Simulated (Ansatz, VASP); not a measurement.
# One calculation of TaAsS, two programs

```
Ta As S
1.0
     3.35234    0.00000    0.00000
    -1.67617    2.90322    0.00000
     0.00000    0.00000   18.00000
Ta As S
1 1 1
Direct
  0.00000 0.00000 0.49533
  0.66667 0.33333 0.58900
  0.33333 0.66667 0.41100
```

Alike in both runs: task single point; functional PBE; k mesh 6 × 6 × 1; occupations gaussian, width 0.1 eV; collinear spin.

|  | VASP | Ansatz |
| --- | --- | --- |
| version | VASP 6.6.1 | Ansatz 0.2.0 |
| potentials or method | VASP PAW PBE potentials, release 64 (Ta_pv, As, S) | scalar-relativistic, plane waves, PAW |
| plane-wave cutoff (eV) | 520 | 420 |
| valence electrons in the cell | 22 | 34 |

VASP gave:

```
gap on the k mesh at the Fermi level (eV) : none
rms of the force components (eV/Å)        : 0.760
net moment per atom (μB)                  : 0.00
```

**Question.** What did Ansatz give for the same quantities?

**Answer.** gap on the k mesh at the Fermi level (eV): none; rms of the force components (eV/Å): 0.743; net moment per atom (μB): 0.00.

Atom by atom the forces differ by 0.017 eV/Å (rms over components). A gap of «none» marks a metal or a gap that the smearing closes. The two sets of potentials don't hold the same shells in valence. Ansatz warned: «seeded_moment_not_kept».

Caveats: the k mesh is coarse (spacing up to 0.36 Å⁻¹), so the values aren't converged. Spin-orbit coupling is left out, which matters for the levels of Ta.
